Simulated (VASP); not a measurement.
# CBr₂ClF: constrained molecular dynamics

CBr₂ClF, molecule in box, 5 atoms in the cell. PBE, constrained or biased molecular dynamics; PAW potentials F, C, Cl, Br (PBE set).

Held coordinates: R 2 3.

## Input

INCAR:
```
SYSTEM = CBr2ClF
PREC = Normal
EDIFF = 1E-5
LREAL = .FALSE.
ALGO = Normal
NELMIN = 4
ISYM = 0
LWAVE = .FALSE.
LCHARG = .FALSE.
IBRION = 0
ISIF = 2
TEBEG = 400
POTIM = 1.0
RANDOM_SEED = 755051 0 0
ENCUT = 400
ISMEAR = 0
SIGMA = 0.02
MDALGO = 2
SMASS = 0
LBLUEOUT = .TRUE.
NSW = 40
```

KPOINTS:
```
k-points
0
Gamma
  1 1 1
```

ICONST:
```
R 2 3 0
R 2 4 7
A 3 2 4 7
M 2 3 4 7
P 2 3 2 4 7
W 2 3 2.1 9 14 7
cX 2 7
X 3 7
```

POSCAR:
```
CBr2ClF
1.0
    8.5000000000      0.0000000000      0.0000000000
    0.0000000000      9.0000000000      0.0000000000
    0.0000000000      0.0000000000      9.0000000000
F C Cl Br
1 1 1 2
Direct
    0.6272235300      0.3704611100      0.5315055500
    0.4925529300      0.4416944400      0.5065166600
    0.3727764700      0.4256277700      0.6641722200
    0.3917764700      0.3517500000      0.3358277800
    0.5403764600      0.6482500000      0.4667833300
```

Commands:
```
cat potpaw_PBE.64/F/POTCAR potpaw_PBE.64/C/POTCAR potpaw_PBE.64/Cl/POTCAR potpaw_PBE.64/Br/POTCAR > POTCAR
mpirun -np 1 vasp_gam > vasp.out
```

## Result

- Mean force dA/dxi (eV per unit): 0.03

The thermostat is set to 400 K; the run averages 353 K.

The constraints are off by 5.0e-06 at most, with SHAKETOL = 1e-05.

ICONST:
```
R 2 3 0
R 2 4 7
A 3 2 4 7
M 2 3 4 7
P 2 3 2 4 7
W 2 3 2.1 9 14 7
cX 2 7
X 3 7
```

REPORT:
```
MDALGO =   2
               SCALING =       0
                 CNEXP =     9.000   14.000
           EQUI_REGIME =      0
          SHAKEMAXITER =      1000
              SHAKETOL =   0.100000E-04
          SHAKETOLSOFT =   0.100000E-04
              SHAKESCA =    2.00000000
           RANDOM_SEED =            755051                0                0

   original number of atomic DOF:         12
   number of independent constraints:      1
   number of active DOF:                  11

========================================
         MD step No.       1
========================================

  Atomic velocities initialized by STEP_tb

  >Monit_coord
   mc> R          1.93622
   mc> A          1.92932
   mc> M          1.05340
   mc> P          0.90503
   mc> W          0.87314
   mc> cX         4.18670
   mc> X          0.37278

  SHAKE converged in   11 steps

  >Const_coord
   cc> R    1.75235   1.75234 -0.353095E-05

  >Blue_moon
        lambda        |z|^(-1/2)    GkT           |z|^(-1/2)*(lambda+GkT)
   b_m>  0.335885E+01  0.299526E+01  0.296401E-13  0.100606E+02

  >Energies
                    E_tot             E_pot             E_kin               EPS                ES
[... 57 lines left out ...]
   mc> M          1.03175
   mc> P          0.94270
   mc> W          0.87314
   mc> cX         4.16813
   mc> X          0.36675

  SHAKE converged in    7 steps

  >Const_coord
   cc> R    1.75235   1.75234 -0.421531E-05

  >Blue_moon
        lambda        |z|^(-1/2)    GkT           |z|^(-1/2)*(lambda+GkT)
   b_m>  0.246936E+00  0.299526E+01 -0.183357E-13  0.739637E+00

  >Energies
                    E_tot             E_pot             E_kin               EPS                ES
   e_b>   -0.17703138E+02   -0.17581112E+02    0.14513628E+00    0.25268995E-01   -0.29236503E+00

  >Temperature
               T_sim     T_inst
   tmprt>    400.000    306.223

  >Thermostat:
           s(n+1) sdot(n+1)      s(n)   sdot(n)        Qs
   s_b>  -0.81110  -0.04123  -0.77108  -0.03882   0.00448

           RANDOM_SEED =            755051               30                0
```

Limits: the run is only 0.04 ps long, so its averages are rough.

VASP 6.6.1 took 157 s on 1 core (Intel Xeon Platinum 8488C (Sapphire Rapids)), a shared host.
